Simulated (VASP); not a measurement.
Output of a VASP run:

**OUTCAR**
```
 ion  position               nearest neighbor table
   1  0.990  0.990  0.990-   4 2.51   4 2.51   4 2.51   3 2.75
   2  0.510  0.510  0.510-   4 2.42   3 2.68   3 2.68   3 2.68
   3  0.122  0.122  0.122-   2 2.68   2 2.68   2 2.68   1 2.75
   4  0.627  0.627  0.627-   2 2.42   1 2.51   1 2.51   1 2.51
  LATTYP: Found a trigonal (rhomboedric) cell.
 ALAT       =     7.3451490927
 COS(alpha) =     0.8357494361
 Subroutine PRICEL returns:
 Original cell was already a primitive cell.
 Subroutine GETGRP returns: Found  6 space group operations
The static configuration has the point symmetry C_3v.
The dynamic configuration has the point symmetry C_3v.
 Subroutine INISYM returns: Found  6 space group operations
 Subroutine IBZKPT returns following result:
 Found    146 irreducible k-points:

 Following reciprocal coordinates:
            Coordinates               Weight
  0.000000  0.000000  0.000000      1.000000
  0.090909 -0.000000  0.000000      6.000000
  0.181818 -0.000000  0.000000      6.000000
  0.272727  0.000000  0.000000      6.000000
  0.363636  0.000000 -0.000000      6.000000
  0.454545 -0.000000  0.000000      6.000000
  0.090909  0.090909  0.000000      6.000000
  0.181818  0.090909  0.000000     12.000000
  0.272727  0.090909 -0.000000     12.000000
  0.363636  0.090909  0.000000     12.000000
  0.454545  0.090909  0.000000     12.000000
 -0.454545  0.090909  0.000000     12.000000
 -0.363636  0.090909  0.000000     12.000000
 -0.272727  0.090909  0.000000     12.000000
 -0.181818  0.090909  0.000000     12.000000
 -0.090909  0.090909  0.000000      6.000000
  0.181818  0.181818  0.000000      6.000000
  0.272727  0.181818  0.000000     12.000000
  0.363636  0.181818  0.000000     12.000000
  0.454545  0.181818  0.000000     12.000000
 -0.454545  0.181818 -0.000000     12.000000
 -0.363636  0.181818  0.000000     12.000000
 -0.272727  0.181818  0.000000     12.000000
 -0.181818  0.181818  0.000000      6.000000
  0.272727  0.272727  0.000000      6.000000
  0.363636  0.272727  0.000000     12.000000
  0.454545  0.272727  0.000000     12.000000
 -0.454545  0.272727  0.000000     12.000000
 -0.363636  0.272727 -0.000000     12.000000
 -0.272727  0.272727  0.000000      6.000000
  0.363636  0.363636 -0.000000      6.000000
  0.454545  0.363636  0.000000     12.000000
 -0.454545  0.363636 -0.000000     12.000000
 -0.363636  0.363636  0.000000      6.000000
  0.454545  0.454545  0.000000      6.000000
 -0.454545  0.454545  0.000000      6.000000
  0.090909  0.090909  0.090909      2.000000
  0.181818  0.090909  0.090909      6.000000
  0.272727  0.090909  0.090909      6.000000
  0.363636  0.090909  0.090909      6.000000
   k-points           NKPTS =    146   k-points in BZ     NKDIM =    146   number of bands    NBANDS=     36
   number of dos      NEDOS =   1001   number of ions     NIONS =      4
   total plane-waves  NPLWV = 110592
   dimension x,y,z NGX =    48 NGY =   48 NGZ =   48
   dimension x,y,z NGXF=    96 NGYF=   96 NGZF=   96
   ions per type =               2   1   1
   PREC   = accura    normal or accurate (medium, high low for compatibility)
   ISTART =      0    job   : 0-new  1-cont  2-samecut
   ICHARG =      2    charge: 1-file 2-atom 10-const
   ISPIN  =      1    spin polarized calculation?
   LNONCOLLINEAR =      F non collinear calculations
   LSORBIT =      F    spin-orbit coupling
   INIWAV =      1    electr: 0-lowe 1-rand  2-diag
   ENCUT  =  400.0 eV  29.40 Ry    5.42 a.u.  11.98 11.98 11.98*2*pi/ulx,y,z
   NELM   =    100;   NELMIN=  2; NELMDL= -5     # of ELM steps
   EDIFF  = 0.1E-06   stopping-criterion for ELM
   LREAL  =      F    real-space projection
   NLSPLINE    = F    spline interpolate recip. space projectors
   LMAXMIX     =    4 max onsite mixed and CHGCAR
   VOSKOWN=      0    Vosko Wilk Nusair interpolation
   EDIFFG = 0.1E-05   stopping-criterion for IOM
...
```

File OSZICAR:
```
       N       E                     dE             d eps       ncg     rms          rms(c)
DAV:   1     0.434056030426E+02    0.43406E+02   -0.40890E+03 10576   0.277E+02
DAV:   2    -0.138416152072E+02   -0.57247E+02   -0.53186E+02 12932   0.705E+01
DAV:   3    -0.172572442371E+02   -0.34156E+01   -0.33752E+01 13124   0.165E+01
DAV:   4    -0.172963263614E+02   -0.39082E-01   -0.39071E-01 12872   0.195E+00
DAV:   5    -0.172970082209E+02   -0.68186E-03   -0.68185E-03 12664   0.240E-01    0.518E+00
DAV:   6    -0.165522302660E+02    0.74478E+00   -0.26049E-01 12272   0.203E+00    0.354E+00
DAV:   7    -0.164571641561E+02    0.95066E-01   -0.21007E-01 12740   0.125E+00    0.229E+00
DAV:   8    -0.164488953092E+02    0.82688E-02   -0.18893E-02 12452   0.624E-01    0.977E-01
DAV:   9    -0.164454320925E+02    0.34632E-02   -0.67213E-03 12084   0.301E-01    0.355E-01
DAV:  10    -0.164454919656E+02   -0.59873E-04   -0.12145E-03 12072   0.897E-02    0.259E-01
DAV:  11    -0.164453651195E+02    0.12685E-03   -0.16224E-04 12060   0.362E-02    0.948E-02
DAV:  12    -0.164453588826E+02    0.62369E-05   -0.37774E-05 12928   0.160E-02    0.336E-02
DAV:  13    -0.164453576572E+02    0.12254E-05   -0.10466E-05 12388   0.104E-02    0.353E-02
DAV:  14    -0.164453557884E+02    0.18687E-05   -0.15307E-06 12712   0.415E-03    0.155E-02
DAV:  15    -0.164453556673E+02    0.12118E-06   -0.74873E-07 12800   0.224E-03    0.399E-03
DAV:  16    -0.164453556368E+02    0.30501E-07   -0.30161E-08  9520   0.794E-04
   1 F= -.16445356E+02 E0= -.16445356E+02  d E =-.784869E-12
 imaginary and real dielectric function
```

File OUTCAR:
```
------------------------ aborting loop because EDIFF is reached ----------------------------------------
  FORCE on cell =-STRESS in cart. coord.  units (eV):
  Direction    XX          YY          ZZ          XY          YZ          ZX
  --------------------------------------------------------------------------------------
  Total       -0.0043363     -0.0043363      0.0400903      0.0000000     -0.0000000      0.0000000
  in kB       -0.0653046     -0.0653046      0.6037590      0.0000000     -0.0000000      0.0000000
  external PRESSURE =       0.1577166 kB  Pullay stress =       0.0000000 kB
  volume of cell :      106.39
      direct lattice vectors                 reciprocal lattice vectors
     2.104936759  1.215285768  6.931344526     0.237536828  0.137141956  0.048090718
    -2.104936759  1.215285768  6.931344526    -0.237536828  0.137141956  0.048090718
     0.000000000 -2.430571535  6.931344526     0.000000000 -0.274283911  0.048090718
 POSITION                                       TOTAL-FORCE (eV/Angst)
 -----------------------------------------------------------------------------------
      0.00000     -0.00000     20.59451         0.000000      0.000000     -0.000526
      0.00000     -0.00000     10.61416         0.000000     -0.000000      0.014957
      0.00000     -0.00000      2.54617         0.000000      0.000000     -0.014431
      0.00000     -0.00000     13.03117         0.000000      0.000000     -0.000000
 -----------------------------------------------------------------------------------
    total drift:                                0.000000     -0.000001      0.000273
  FREE ENERGIE OF THE ION-ELECTRON SYSTEM (eV)
  ---------------------------------------------------
  free  energy   TOTEN  =       -16.4453556368 eV

  energy  without entropy=      -16.4453556368  energy(sigma->0) =      -16.44535564

 plasma frequency squared (from intraband transitions) (eV^2)
  --------------------------------------------------------------------------------------
       0.000       0.000       0.000
       0.000       0.000      -0.000
       0.000      -0.000       0.000

 plasma frequency squared (from interband transitions, int dw w eps(2)(w)) (eV^2)
  --------------------------------------------------------------------------------------
     192.588       0.000       0.000       0.000       0.000      -0.000
       0.000       0.000     192.588       0.000      -0.000       0.000
       0.000       0.000      -0.000      -0.000     193.477       0.000
```
(Selected blocks of OUTCAR.)

**POSCAR**
```
Mg2TeS
1
    2.1049367590     1.2152857676     6.9313445260
   -2.1049367590     1.2152857676     6.9313445260
    0.0000000000    -2.4305715353     6.9313445260
Mg Te S
2 1 1
Direct
  0.9904045763   0.9904045763   0.9904045763
  0.5104426391   0.5104426391   0.5104426391
  0.1224473454   0.1224473454   0.1224473454
  0.6266784392   0.6266784392   0.6266784392
```

### Question
Write an INCAR and KPOINTS that could have produced this output.

### Answer
One answer among several that fit: the input of the run itself, LDA (Ceperley-Alder, Perdew-Zunger), plane waves, VASP's LDA PAW potentials (set 64).

INCAR:
```
! general
SYSTEM  = Mg2TeS
PREC    = Accurate
ENCUT   = 400
LREAL   = .FALSE.   ! projection in real space or not
LASPH   = .TRUE.   ! aspherical one-centre terms
NBANDS  = 36

! electronic loop
EDIFF   = 1E-7
NELM    = 100
ALGO    = Normal   ! blocked Davidson
LMAXMIX = 4   ! l cut-off of mixed one-centre charges

! smearing
ISMEAR  = 0   ! Gaussian
SIGMA   = 0.01

! output
LWAVE   = .FALSE.
LCHARG  = .FALSE.
NEDOS   = 1001   ! DOS grid

! other
LOPTICS = .TRUE.
CSHIFT  = 0.1
```

File KPOINTS:
```
Automatic mesh
0
Gamma
11 11 11
0 0 0
```

POTCAR, in this order: Mg Te S (LDA.64 set). Program: vasp_std.

The dielectric response may not be converged in the k-mesh; for small gaps it tends to come out too large.

The structure comes from a computed database's Mg2TeS entry (R3m); how it stands against other phases isn't given here. It was relaxed first, which changed the volume by -7 %.
